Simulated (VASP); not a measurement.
Data:

```yaml
crystal:
  lattice:
    - [2.17219, 0.00000, 0.00000]
    - [0.00000, 2.17219, 0.00000]
    - [0.00000, 0.00000, 2.17219]
  atoms:
    - { symbol: Be, position: [0.00000, 0.00000, 0.00000] }
```

Method: r2SCAN meta-GGA, VASP's PBE PAW potentials (set 64) (plane waves; VASP). Settings: 400 eV cut-off, 19×19×19 Γ-centred mesh, tetrahedra with Blöchl corrections, potentials Be.

Give the energies of bands 1 to 2 at the high-symmetry points, in eV from the Fermi level.

```
band       Γ      X     M     R
----  ------  -----  ----  ----
1     -10.58  -5.10  0.78  5.95
2      14.70  -2.00  0.78  5.95
```

It has no gap at this level: it comes out as a metal or semimetal.

The structure was generated: Be was put into the simple-cubic type (Pm-3m), which need not be its known phase. It was relaxed first, which changed the volume by +12 %.
